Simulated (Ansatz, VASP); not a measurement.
## CaMg in VASP and in Ansatz

Contents of INCAR:

```
ALGO     = Normal         # electronic algorithm
EDIFF    = 1E-6           # SCF threshold, eV
ENCUT    = 520            # plane-wave cutoff, eV
GGA      = CA             # functional
ISIF     = 2              # what is computed and relaxed
ISMEAR   = 0              # smearing method
LASPH    = True           # aspherical terms in the spheres
LCHARG   = False          # write CHGCAR
LREAL    = False          # projectors in reciprocal space
LWAVE    = False          # write WAVECAR
NBANDS   = 13             # bands
NELM     = 100            # most SCF steps
PREC     = Accurate       # precision mode
SIGMA    = 0.15           # smearing width, eV
```

KPOINTS

```
k-points
0
Gamma
  15 15 8
```

Contents of POSCAR:

```
CaMg
1.0
    3.5580749875      0.0000000000      0.0000000000
   -1.7790374937      3.0813833277      0.0000000000
    0.0000000000      0.0000000000      5.7909669400
Ca Mg
1 1
Direct
    0.0000000000      0.0000000000      0.5000000000
    0.6666666667      0.3333333333      0.0000000000
```

Input for Ansatz:

```yaml
crystal:
  lattice:
    - [3.5580749875, 0.0, 0.0]
    - [-1.7790374937, 3.0813833277, 0.0]
    - [0.0, 0.0, 5.79096694]
  atoms:
    - { symbol: Ca, position: [0.0, 0.0, 0.5] }
    - { symbol: Mg, position: [0.6666666667, 0.3333333333, 0.0] }
basis:
  ecutwfc: 420
kpoints:
  mp_grid: { grid: [15, 15, 8] }
hamiltonian:
  xc: lda
scf:
  occupations: { method: gaussian, width: 0.15 }
output:
  forces: true
  stress: true
  eigenvalues: true
```

Change from the starting cell: strain -0.030 along x and y, +0.030 along z, atoms carried along.

Alike in both runs: task single point; functional LDA; k mesh 15 × 15 × 8; occupations gaussian, width 0.15 eV; no spin polarisation.

|  | VASP | Ansatz |
| --- | --- | --- |
| version | VASP 6.6.1 | Ansatz 0.2.0 |
| potentials or method | VASP PAW LDA potentials, release 64 (Ca_sv, Mg) | scalar-relativistic, plane waves, PAW |
| plane-wave cutoff (eV) | 520 | 420 |
| valence electrons in the cell | 12 | 20 |

```csv
,VASP,Ansatz,Ansatz less VASP
gap on the k mesh at the Fermi level (eV),none,none,-
pressure (GPa),-1.5,-1.3,+0.19
largest component of the traceless stress (GPa),1.92,1.82,-0.100
```

A gap of «none» marks a metal or a gap that the smearing closes. The two sets of potentials don't hold the same shells in valence.
